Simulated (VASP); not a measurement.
# KLaC (Cmmm) in VASP: single point with PBE

Aim: the single point of KLaC with PBE.

Everything below comes from runs of VASP 6.6.1. Logs are shortened: lines on timing, memory, paths and dates and some standing lists are left out, and cuts for length are marked.

## Step 1: The cell of the first run

Symmetry: Cmmm, No. 65, orthorhombic system. Conventional cell: a = 6.296 Å, b = 6.389 Å, c = 4.593 Å, α = 90.00°, β = 90.00°, γ = 90.00°. K (site symmetry mmm) is surrounded by 2 C at 2.30 Å. La (site symmetry mmm) has 4 K at 3.15 to 3.19 Å as nearest neighbours. C (site symmetry mmm) is surrounded by 2 K at 2.30 Å.

The cell was built by a generator and needn't be a form met in nature.

## Step 2: Single point, PBE (random cell by space group and Wyckoff sites (Cmmm, No. 65))

INCAR reads:

```
SYSTEM = KLaC
PREC = Accurate ; ENCUT = 520
EDIFF = 1E-6 ; ISMEAR = 0
SIGMA = 0.1 ; LREAL = .FALSE.
LASPH = .TRUE. ; NELM = 100
ALGO = Fast ; ISIF = 2
LWAVE = .FALSE. ; LCHARG = .FALSE.
GGA = PE ; NBANDS = 19
```

KPOINTS reads:

```
regular mesh
0
G
  10 10 10
  0 0 0
```

POSCAR reads:

```
KLaC
1.0
    3.1479720848     -3.1945321912      0.0000000000
    3.1479720848      3.1945321912      0.0000000000
    0.0000000000      0.0000000000      4.5932358662
K La C
1 1 1
Direct
    0.5000000000      0.5000000000      0.5000000000
    0.0000000000      0.0000000000      0.5000000000
    0.5000000000      0.5000000000      0.0000000000
```

Potentials or basis: VASP PAW PBE potentials, release 64 (K_sv, La, C).

Run with:

```sh
$ cat potpaw_PBE.64/K_sv/POTCAR potpaw_PBE.64/La/POTCAR potpaw_PBE.64/C/POTCAR > POTCAR
$ mpirun -np 1 vasp_std > vasp.out
```

OUTCAR:

```text
SYSTEM = KLaC
   PREC = Accurate
   ENCUT = 520
   EDIFF = 1E-6
   ISMEAR = 0
   LREAL = .FALSE.
   LASPH = .TRUE.
   NELM = 100
   ISIF = 2
   GGA = PE

 ion  position               nearest neighbor table
   1  0.500  0.500  0.500-   3 2.30   3 2.30   2 3.15   2 3.15   2 3.19   2 3.19
   2  0.000  0.000  0.500-   1 3.15   1 3.15   1 3.19   1 3.19
   3  0.500  0.500  0.000-   1 2.30   1 2.30

  LATTYP: Found a base centered orthorhombic cell.
 ALAT       =     6.2959441696
 B/A-ratio  =     1.0147905080
 C/A-ratio  =     0.7295547328

  Lattice vectors:

 A1 = (   3.1479720848,  -3.1945321912,   0.0000000000)
 A2 = (   3.1479720848,   3.1945321912,   0.0000000000)
 A3 = (   0.0000000000,   0.0000000000,   4.5932358662)

Analysis of symmetry for initial positions (statically):
=====================================================================
 Subroutine PRICEL returns:
 Original cell was already a primitive cell.

 Routine SETGRP: Setting up the symmetry group for a
 base centered orthorhombic supercell.

 Subroutine GETGRP returns: Found  8 space group operations
 (whereof  8 operations were pure point group operations)
 out of a pool of  8 trial point group operations.

The static configuration has the point symmetry D_2h.

Analysis of symmetry for dynamics (positions and initial velocities):
=====================================================================
 Subroutine PRICEL returns:
 Original cell was already a primitive cell.

 Routine SETGRP: Setting up the symmetry group for a
 base centered orthorhombic supercell.

 Subroutine GETGRP returns: Found  8 space group operations
 (whereof  8 operations were pure point group operations)
 out of a pool of  8 trial point group operations.

The dynamic configuration has the point symmetry D_2h.

 Subroutine INISYM returns: Found  8 space group operations
 (whereof  8 operations are pure point group operations),
 and found     1 'primitive' translations

----------------------------------------------------------------------------------------

                                     Primitive cell

  volume of cell :      92.3819

  direct lattice vectors                    reciprocal lattice vectors
     3.147972085 -3.194532191  0.000000000     0.158832412 -0.156517440  0.000000000
     3.147972085  3.194532191  0.000000000     0.158832412  0.156517440  0.000000000
     0.000000000  0.000000000  4.593235866     0.000000000  0.000000000  0.217711441

  length of vectors
     4.484948625  4.484948625  4.593235866     0.222992027  0.222992027  0.217711441

  position of ions in fractional coordinates (direct lattice)
     0.500000000  0.500000000  0.500000000
     0.000000000  0.000000000  0.500000000
     0.500000000  0.500000000  0.000000000

  ion indices of the primitive-cell ions
   primitive index   ion index
                 1           1
                 2           2
                 3           3

----------------------------------------------------------------------------------------

 KPOINTS: regular mesh

Automatic generation of k-mesh.
 Grid dimensions read from file:
 generate k-points for:   10   10   10

 Generating k-lattice:

  Cartesian coordinates                     Fractional coordinates (reciprocal lattice)
     0.015883241 -0.015651744  0.000000000     0.100000000  0.000000000  0.000000000
     0.015883241  0.015651744  0.000000000     0.000000000  0.100000000  0.000000000
     0.000000000  0.000000000  0.021771144     0.000000000  0.000000000  0.100000000

  Length of vectors
     0.022299203  0.022299203  0.021771144

  Shift w.r.t. Gamma in fractional coordinates (k-lattice)
     0.000000000  0.000000000  0.000000000

 Subroutine IBZKPT returns following result:
 ===========================================

 Found    186 irreducible k-points:

 Following reciprocal coordinates:
            Coordinates               Weight
  0.000000  0.000000  0.000000      1.000000
  0.100000 -0.000000  0.000000      4.000000
  0.200000 -0.000000  0.000000      4.000000
  0.300000  0.000000  0.000000      4.000000
  0.400000  0.000000  0.000000      4.000000
  0.500000  0.000000  0.000000      2.000000
[... 16 lines left out ...]
  0.300000  0.300000  0.000000      2.000000
  0.400000  0.300000  0.000000      4.000000
 [... further k-points ...]
   k-points           NKPTS =    186   k-points in BZ     NKDIM =    186   number of bands    NBANDS=     19
   number of dos      NEDOS =    301   number of ions     NIONS =      3
   total plane-waves  NPLWV =  46656
   dimension x,y,z NGX =    36 NGY =   36 NGZ =   36
   dimension x,y,z NGXF=    72 NGYF=   72 NGZF=   72
   ions per type =               1   1   1
   NGX,Y,Z   is equivalent  to a cutoff of  13.34, 13.34, 13.03 a.u.
   NGXF,Y,Z  is equivalent  to a cutoff of  26.69, 26.69, 26.06 a.u.
 SYSTEM =  KLaC
   PREC   = accura    normal or accurate (medium, high low for compatibility)
   ISTART =      0    job   : 0-new  1-cont  2-samecut
   ICHARG =      2    charge: 1-file 2-atom 10-const
   ISPIN  =      1    spin polarized calculation?
   LNONCOLLINEAR =      F non collinear calculations
   LSORBIT =      F    spin-orbit coupling
   LASPH  =      T    aspherical Exc in radial PAW
   ENCUT  =  520.0 eV  38.22 Ry    6.18 a.u.   8.34  8.34  8.54*2*pi/ulx,y,z
   NELM   =    100;   NELMIN=  2; NELMDL= -5     # of ELM steps
   EDIFF  = 0.1E-05   stopping-criterion for ELM
   LREAL  =      F    real-space projection
   EDIFFG = 0.1E-04   stopping-criterion for IOM
   NSW    =      0    number of steps for IOM
   IBRION =     -1    ionic relax: 0-MD 1-quasi-New 2-CG
   NFREE  =      0    steps in history (QN), initial steepest desc. (CG)
   ISIF   =      2    stress and relaxation
   ISYM   =      2    0-nonsym 1-usesym 2-fastsym
   POTIM  = 0.5000    time-step for ionic-motion
   TEBEG  =    0.0;   TEEND  =   0.0 temperature during run
   PSTRESS=    0.0 pullay stress
   NELECT =      24.0000    total number of electrons
   NUPDOWN=      -1.0000    fix difference up-down
   EMIN   =  10.00;   EMAX   =-10.00  energy-range for DOS
   EFERMI =   0.00;   METHOD = LEGACY
   ISMEAR =     0;   SIGMA  =   0.10  broadening in eV -4-tet -1-fermi 0-gaus
   EFERMI_NEDOS =   21; number of points for ismear=-14 and -15
   IALGO  =     68    algorithm
   IMIX   =      4    mixing-type and parameters
     AMIX     =   0.40;   BMIX     =  1.00
     AMIX_MAG =   1.60;   BMIX_MAG =  1.00
  volume/ion in A,a.u.               =      30.79       207.81
  Fermi-wavevector in a.u.,A,eV,Ry     =   1.044599  1.974006 14.846502  1.091187
  Thomas-Fermi vector in A             =   2.179359
   LORBIT       =      0    0 simple, 1 ext, 2 COOP (PROOUT), +10 PAW based schemes
   GGA     = PE    functional components
   LHFCALC =     F    Hartree Fock is set to
   AEXX    =    0.0000 exact exchange contribution
   IVDW    =     0    specifies the selected vdW correction
   LEPSILON=     F    determine dielectric tensor
   LRPA    =     F    only Hartree local field effects (RPA)
 non-spin polarized calculation
 RMM-DIIS sequential band-by-band and
 Gauss-broadening in eV      SIGMA  =   0.10
  energy-cutoff  :      520.00
  volume of cell :       92.38
 maximum number of plane-waves:      2513
 NGX is ok and might be reduce to    36
   NGX = 17   NGY = 17   NGZ = 17

 number of electron      23.9999999 magnetization

 Free energy of the ion-electron system (eV)
  ---------------------------------------------------
  ext. energy  EPLUGINS =         0.00000000
  ---------------------------------------------------
  free energy    TOTEN  =        -7.10299752 eV

  energy without entropy =       -7.08510496  energy(sigma->0) =       -7.09405124

 E-fermi :   3.6057     XC(G=0):  -8.4557

 val. band max:        3.6048553903   @ k =  -0.3000   0.2000   0.2000
 cond. band min:       3.6138138584   @ k =  -0.1000   0.1000   0.1000
 fundamental gap:      0.0089584681
 Fermi energy:         3.6056701880

 k-point     1 :       0.0000    0.0000    0.0000
  band No.  band energies     occupation
      1     -30.5953      2.00000
      2     -27.1158      2.00000
      3     -14.3720      2.00000
      4     -14.3188      2.00000
      5     -14.1678      2.00000
      6     -10.8113      2.00000
[... 11 lines left out ...]
     18       4.3533      0.00000
     19       5.0177      0.00000

 k-point     2 :       0.1000   -0.0000    0.0000
  band No.  band energies     occupation
      1     -30.5937      2.00000
      2     -27.1178      2.00000
      3     -14.3661      2.00000
      4     -14.3151      2.00000
      5     -14.1658      2.00000
      6     -10.8128      2.00000
[... 11 lines left out ...]
     18       4.3480      0.00000
     19       4.9100      0.00000

 k-point     3 :       0.2000   -0.0000    0.0000
  band No.  band energies     occupation
      1     -30.5896      2.00000
      2     -27.1228      2.00000
      3     -14.3550      2.00000
      4     -14.3006      2.00000
      5     -14.1605      2.00000
      6     -10.8168      2.00000
[... 11 lines left out ...]
     18       4.3538      0.00000
     19       4.7389      0.00000

 k-point     4 :       0.3000    0.0000    0.0000
  band No.  band energies     occupation
      1     -30.5844      2.00000
      2     -27.1291      2.00000
      3     -14.3482      2.00000
      4     -14.2746      2.00000
      5     -14.1539      2.00000
      6     -10.8817      2.00000
[... 407 lines left out ...]
     18       4.3556      0.00000
     19       4.7247      0.00000

 k-point    23 :       0.3000    0.3000    0.0000
  band No.  band energies     occupation
      1     -30.5769      2.00000
      2     -27.1312      2.00000
      3     -14.4470      2.00000
      4     -14.3523      2.00000
      5     -14.1439      2.00000
      6     -10.9164      2.00000
[... 11 lines left out ...]
     18       4.3620      0.00000
     19       4.4126      0.00000

 k-point    24 :       0.4000    0.3000    0.0000
  band No.  band energies     occupation
      1     -30.5743      2.00000
      2     -27.1313      2.00000
      3     -14.4630      2.00000
      4     -14.4150      2.00000
      5     -14.1402      2.00000
      6     -10.8371      2.00000
[... 11 lines left out ...]
     18       4.3861      0.00000
     19       4.4799      0.00000

 [... further k-points ...]

------------------------ aborting loop because EDIFF is reached ----------------------------------------

  FORCE on cell =-STRESS in cart. coord.  units (eV):
  Direction    XX          YY          ZZ          XY          YZ          ZX
  --------------------------------------------------------------------------------------
  -------------------------------------------------------------------------------------
  Total        0.0707024      0.0339363      0.2044094     -0.0000000      0.0000000      0.0000000
  in kB        1.2261905      0.5885562      3.5450672     -0.0000000      0.0000000      0.0000000
  external PRESSURE =       1.7866046 kB  Pullay stress =       0.0000000 kB

 VOLUME and BASIS-vectors are now :
 -----------------------------------------------------------------------------
  energy-cutoff  :      520.00
  volume of cell :       92.38
      direct lattice vectors                 reciprocal lattice vectors
     3.147972085 -3.194532191  0.000000000     0.158832412 -0.156517440  0.000000000
     3.147972085  3.194532191  0.000000000     0.158832412  0.156517440  0.000000000
     0.000000000  0.000000000  4.593235866     0.000000000  0.000000000  0.217711441

 POSITION                                       TOTAL-FORCE (eV/Angst)
 -----------------------------------------------------------------------------------
      3.14797      0.00000      2.29662        -0.000000     -0.000000      0.000000
      0.00000      0.00000      2.29662         0.000000      0.000000      0.000000
      3.14797      0.00000      0.00000         0.000000      0.000000      0.000000
 -----------------------------------------------------------------------------------
    total drift:                                0.000000      0.000000      0.000000

  FREE ENERGIE OF THE ION-ELECTRON SYSTEM (eV)
  ---------------------------------------------------
  free  energy   TOTEN  =        -7.1029975165 eV

  energy  without entropy=       -7.0851049603  energy(sigma->0) =       -7.09405124
```

Run time: 18 min. Hardware: 1 thread of Intel Xeon Platinum 8488C (Sapphire Rapids), shared host; peak memory 0.55 GiB.

What came out:

| Property | Result |
| --- | --- |
| Free energy | -7.1030 eV |
| Pressure | 0.2 GPa |
| Band gap on the k mesh | none (metal or under the smearing width) |

Spin-orbit coupling is left out, which matters for the levels of La.
